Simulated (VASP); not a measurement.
An input for Quantum ESPRESSO's pw.x (written as the equivalent of a VASP run, and not itself run):

```
&CONTROL
  calculation = 'scf'
  pseudo_dir = './pseudo'
  outdir = './out'
  tprnfor = .true.
  tstress = .true.
/
&SYSTEM
  ibrav = 0
  nat = 2
  ntyp = 2
  ecutwfc = 84
  occupations = 'smearing'
  smearing = 'fermi-dirac'
  degauss = 0.02205
  input_dft = 'pbe'
/
&ELECTRONS
  conv_thr = 7.3e-08
  electron_maxstep = 100
/
ATOMIC_SPECIES
  Ti 47.867 Ti.upf
  N 14.007 N.upf
CELL_PARAMETERS angstrom
     0.0000000    2.1026000    2.1026000
     2.1026000    0.0000000    2.1026000
     2.1026000    2.1026000    0.0000000
ATOMIC_POSITIONS crystal
  Ti   0.0000000  0.0000000  0.0000000
  N    0.5000000  0.5000000  0.5000000
K_POINTS automatic
  9 9 9 0 0 0
```

### Question
Write the VASP files for the same calculation (PBE).

### Answer
Several could match; the one computed here: 
POSCAR:
```
TiN
1
    0.0000000000     2.1026000000     2.1026000000
    2.1026000000     0.0000000000     2.1026000000
    2.1026000000     2.1026000000     0.0000000000
Ti N
1 1
Direct
  0.0000000000   0.0000000000   0.0000000000
  0.5000000000   0.5000000000   0.5000000000
```

KPOINTS:
```
Automatic mesh
0
Gamma
9 9 9
0 0 0
```

### INCAR
```
SIGMA = 0.3
GGA = PE
LREAL = .FALSE.   # projection in real space or not
SYSTEM = TiN
ISMEAR = -1
NELM = 100
PREC = Accurate
LMAXMIX = 4   # l cut-off of mixed one-centre charges
EDIFF = 1E-6   # SCF stop (eV)
ALGO = Normal
LASPH = .TRUE.   # aspherical one-centre terms
LCHARG = .FALSE.
ISIF = 2   # forces and stress, cell fixed
ENCUT = 400   # plane-wave cut-off (eV)
LWAVE = .FALSE.
```

POTCAR, in this order: Ti_sv N (PBE.64 set). Program: vasp_std.

What does not carry over: the potentials are each code's own (VASP's PAW set, PseudoDojo norm-conserving files in pw.x), so ENCUT and ecutwfc are chosen apart and not converted; conv_thr bounds pw.x's estimated SCF error, while EDIFF bounds the energy change between steps.

The structure comes from a computed database's TiN entry; how it stands against other phases isn't given here. The cell was not relaxed at this level. The run is one of a series of settings (SIGMA = 0.3 against the base run), some of them coarse on purpose.
